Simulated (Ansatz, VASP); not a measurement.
# AgIr (AgIr in the L10 ordering) in two plane-wave programs, part 2 of 2

One calculation is typed for both programs; each brings its own data sets. How far apart do they land? The cell is generated by rule, not measured, and may not be a known phase. Of the first pair: The cell is taken from a series of runs on this material, whose earlier steps may have relaxed, scaled, displaced or heated it; both programs get it as it stands.

VASP 6.6.1 and Ansatz 0.2.0.

So far: The structure; Ansatz: relaxation of cell and atoms, PBE, pair 1; VASP: relaxation of cell and atoms, PBE, pair 1; Differences.

### Step 5. VASP: relaxation of cell and atoms, PBE, pair 2

Level of this step: PBE; plane waves and PAW (Ag, Ir); invented cell (VASP).

The relaxed volume is the usual yardstick between codes: in a stiff, nearly cubic crystal its relative difference is about their pressure difference at one cell divided by the bulk modulus. Its start cell is another than that of the pair before, and may be another structure of the material.

Input file INCAR:

```
SYSTEM = AgIr
PREC = Accurate
ENCUT = 500
EDIFF = 1E-07
NELM = 120
ISMEAR = 0
SIGMA = 0.1
LREAL = .FALSE.
ALGO = Normal
GGA = PE
NBANDS = 16
LASPH = .TRUE.
LORBIT = 11
LWAVE = .FALSE.
LCHARG = .FALSE.
ISIF = 3
IBRION = 2
NSW = 80
EDIFFG = -0.005
GGA_COMPAT = .FALSE.
NELMIN = 4
KPAR = 2
```

Input file POSCAR:

```
AgIr
1.0
    2.6890969921      0.0000000000      0.0000000000
    0.0000000000      2.6890969921      0.0000000000
    0.0000000000      0.0000000000      4.4451404207
Ag Ir
1 1
Direct
    0.0000000000      0.0000000000      0.0000000000
    0.5000000000      0.5000000000      0.5000000000
```

Input file KPOINTS:

```
Automatic mesh
0
Gamma
10 10 8
0 0 0
```

The projector-augmented-wave data sets are Ag and Ir (PBE family, release 64).

On the command line:

```console
$ mpirun -np 2 vasp_std
```

Numbers of over 12 decimals in the logs are rounded to 6 here.

The program printed:

```text
[... set-up lines as in an earlier step ...]
 entering main loop
       N       E                     dE             d eps       ncg     rms          rms(c)
DAV:   1     0.126266886675E+03    0.12627E+03   -0.95968E+03  3376   0.118E+03
DAV:   2    -0.862117537642E+01   -0.13489E+03   -0.12684E+03  3400   0.289E+02
DAV:   3    -0.112062065349E+02   -0.25850E+01   -0.25690E+01  4472   0.464E+01
DAV:   4    -0.112255440623E+02   -0.19338E-01   -0.19334E-01  3672   0.366E+00
[...]
DAV:  12    -0.104629561542E+02   -0.65109E-06   -0.38554E-06  4552   0.261E-02    0.289E-03
DAV:  13    -0.104629562603E+02   -0.10611E-06   -0.23384E-07  3536   0.531E-03    0.883E-04
DAV:  14    -0.104629563352E+02   -0.74852E-07   -0.33156E-08  2120   0.217E-03
   1 F= -.10462956E+02 E0= -.10453332E+02  d E =-.104630E+02
[...]
N       E                     dE             d eps       ncg     rms          rms(c)
DAV:   1    -0.104630556548E+02   -0.99395E-04   -0.17534E-03  3440   0.508E-01    0.668E-02
[...]
DAV:   4    -0.104629545972E+02    0.98008E-06   -0.29141E-06  3976   0.309E-02    0.111E-02
DAV:   5    -0.104629535500E+02    0.10472E-05   -0.69430E-07  3824   0.818E-03    0.681E-04
DAV:   6    -0.104629535638E+02   -0.13767E-07   -0.25856E-08  2016   0.152E-03
   2 F= -.10462954E+02 E0= -.10453323E+02  d E =0.277140E-05
 trial-energy change:    0.000003  1 .order    0.000002   -0.000007    0.000010
 step:   0.3192(harm=  0.3873)  dis= 0.00000  next Energy=   -10.462957 (dE=-0.101E-05)
[...]
N       E                     dE             d eps       ncg     rms          rms(c)
DAV:   1    -0.104630030697E+02   -0.49520E-04   -0.81052E-04  3424   0.345E-01    0.456E-02
DAV:   2    -0.104629577245E+02    0.45345E-04   -0.10275E-04  3512   0.136E-01    0.182E-02
DAV:   3    -0.104629567571E+02    0.96742E-06   -0.77792E-06  4304   0.363E-02    0.873E-03
DAV:   4    -0.104629567080E+02    0.49086E-07   -0.13656E-06  3944   0.212E-02    0.749E-03
DAV:   5    -0.104629572635E+02   -0.55557E-06   -0.32023E-07  3776   0.552E-03    0.470E-04
DAV:   6    -0.104629572535E+02    0.10069E-07   -0.12027E-08  1840   0.104E-03
   3 F= -.10462957E+02 E0= -.10453331E+02  d E =-.918302E-06
[...]
reached required accuracy - stopping structural energy minimisation
```

Parts of OUTCAR (step 5):

```text
  Total        0.0004308      0.0004308      0.0046675      0.0000000      0.0000000      0.0000000
  in kB        0.0214681      0.0214681      0.2325961      0.0000000      0.0000000      0.0000000
  external PRESSURE =       0.0918441 kB  Pullay stress =       0.0000000 kB

 POSITION                                       TOTAL-FORCE (eV/Angst)
 -----------------------------------------------------------------------------------
      0.00000      0.00000      0.00000        -0.000000     -0.000000      0.000000
      1.34464      1.34464      2.22276         0.000000      0.000000      0.000000
 -----------------------------------------------------------------------------------
    total drift:                               -0.000000      0.000000      0.000000

  FREE ENERGIE OF THE ION-ELECTRON SYSTEM (eV)
  ---------------------------------------------------
  free  energy   TOTEN  =       -10.4629572535 eV

  energy  without entropy=      -10.4437042262  energy(sigma->0) =      -10.45333074

[... 1 part as in an earlier step ...]

[... 3 further parts left out ...]
[key lines of the parts left out:]
E-fermi :   8.4386
```

### Step 6. Ansatz: relaxation of cell and atoms, PBE, pair 2

Its own start cell and the same functional, mesh and smearing now go to Ansatz, which takes its cutoff from its data sets.

The two relaxations start from unlike cells of this crystal (the structure described is Ansatz's start), so only their ends are compared.

Input file input.yaml:

```yaml
crystal:
  lattice:
    - [2.80645, 0.0, 0.0]
    - [0.0, 2.80645, 0.0]
    - [0.0, 0.0, 3.96896]
  atoms:
    - { symbol: Ag, position: [0.0, 0.0, 0.0] }
    - { symbol: Ir, position: [0.5, 0.5, 0.5] }
kpoints:
  mp_grid: { grid: [10, 10, 8] }
hamiltonian:
  xc: pbe
scf:
  occupations: { method: gaussian, width: 0.1 }
output:
  forces: true
  stress: true
  eigenvalues: true
relax:
  adjacent_minimum: "off"
  f_tol: 0.005
  max_steps: 80
  cell: { stress_tol: 0.05 }
```

On the command line:

```console
$ ansatz run input.yaml --threads 4 --pin off --max-ram 8192MiB --backend cpu --events-out ev --progress --plain --runs-dir out
```

The program printed:

```text
[...]
Crystal: 2 atoms, lattice volume = 31.260 Å³
Basis set: ecut = 420 eV, 609 PW (Γ), exchange–correlation on 40×40×54 points (8 copies of the dense FFT grid, shifted against one another)
Bands: 22, of which v1, the nominal top of the filled ones, is band 18 counted from 1 (17 counted from 0)
Symmetry: 16 space group operations
[...]
k-points: 105 of 800
[...]
k-point 104: bands = [... 14 lower, 16.6209, 17.9348, 19.1680, 22.6924, 27.1185, 27.1185, 27.7708, 27.7708]
--- Relaxed structure (8 steps of the walk, 8 accepted, 2 SCFs on fresh bases) ---
[...]
cell:  # Å, volume = 32.1607 Å³
    - [2.689397, 0, 0.0]
    - [0, 2.689397, 0.0]
    - [0.0, 0.0, 4.446478]
  atoms:
    - { symbol: Ag, position: [0, 0, 0.0] }
    - { symbol: Ir, position: [0.5, 0.5, 0.5] }
[key lines of the parts left out:]
SCF converged after 6 iterations
Free energy (F): -19524.738179 eV
Fermi energy:    19.983712 eV
P = ⅓ Tr σ = -0.0023 GPa (-0.023 kbar)
```

### Step 7. Comparison

What differs besides the data sets and the points named for the pairs above, as far as they apply: the data sets hold 36 valence electrons in Ansatz (on its default PAW (the set named soft_2) files) and 20 in VASP. Total energies have different zeros and are not compared.

Both answers:

```
                                         quantity  Ansatz   VASP  difference
                                      volume (Å³)   32.16  32.15     +0.03 %
edge a after relaxation, in the typed setting (Å)   2.689  2.689     +0.00 %
edge c after relaxation, in the typed setting (Å)   4.447  4.446     +0.02 %
```

### Step 8. What came out

```yaml
difference_in_edge_c_after_relaxation_in_the_typed_setting_relaxation_of_cell_and_atoms_pbe_pair_1: -0.057 %
difference_in_volume_relaxation_of_cell_and_atoms_pbe_pair_2: 0.031 %
```

In words: The difference in edge c after relaxation, in the typed setting is -0.057 % (relaxation of cell and atoms, PBE, pair 1), within the 1.2 % picked in this series as the mark of a large difference, as far as the stopping tolerances let one tell. The data sets hold unlike numbers of valence electrons (36 in Ansatz and 20 in VASP), so part of the differences comes from the potentials. How closely two codes agree says nothing of how well the functional describes the real material.

[Lines on the potential files, build, host, timing and source positions are cut from VASP's logs without a mark.]

[Logs are printed without paths, hosts, clocks, repeated set-up lines and the standing remarks that a program may print on its own settings, such as how far it seeks lower states.]

[Hosts, paths, dates, database ids (printed as entryN), source tags and the programs' standing remarks are cut or masked in the printed files.]
